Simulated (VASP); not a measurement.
Data:

```
CELL_PARAMETERS angstrom
      3.81851     0.00000     0.00000
     -1.90925     3.30693     0.00000
      0.00000     0.00000     6.70422
ATOMIC_POSITIONS crystal
  Ti 0.00000 0.00000 0.00000
  Te 0.66667 0.33333 0.74898
  Te 0.33333 0.66667 0.25102
```

Computed with r2SCAN meta-GGA with spin-orbit coupling, VASP's PBE PAW potentials (set 64) (plane waves; VASP). Settings: 400 eV cut-off, 8×8×4 Γ-centred mesh, Gaussian smearing of 0.050 eV, potentials Ti_sv Te.

Q: Give the energies of bands 17 to 30 at the high-symmetry points, in eV from the Fermi level.

A: 
```
band      Γ      M      K      A      L      H
----  -----  -----  -----  -----  -----  -----
17    -1.90  -2.72  -3.68  -2.11  -2.66  -3.95
18    -1.90  -2.72  -3.68  -2.11  -2.66  -3.95
19    -0.22  -2.59  -2.74  -1.86  -2.21  -3.20
20    -0.22  -2.59  -2.74  -1.86  -2.21  -3.20
21     0.35  -2.06  -2.44   0.30  -1.46  -2.01
22     0.35  -2.06  -2.44   0.30  -1.46  -2.01
23     0.35  -1.27  -2.35   0.34  -0.84  -1.93
24     0.35  -1.27  -2.35   0.34  -0.84  -1.93
25     0.50   0.08   1.00   0.35  -0.16   1.01
26     0.50   0.08   1.00   0.35  -0.16   1.01
27     0.80   1.12   1.36   0.95   1.11   1.06
28     0.80   1.12   1.36   0.95   1.11   1.06
29     1.16   1.49   1.42   1.07   1.47   1.12
30     1.16   1.49   1.42   1.07   1.47   1.12
```

It has no gap at this level: it comes out as a metal or semimetal.

The structure comes from a computed database's TiTe2 entry (P-3m1); how it stands against other phases isn't given here. It was relaxed first.
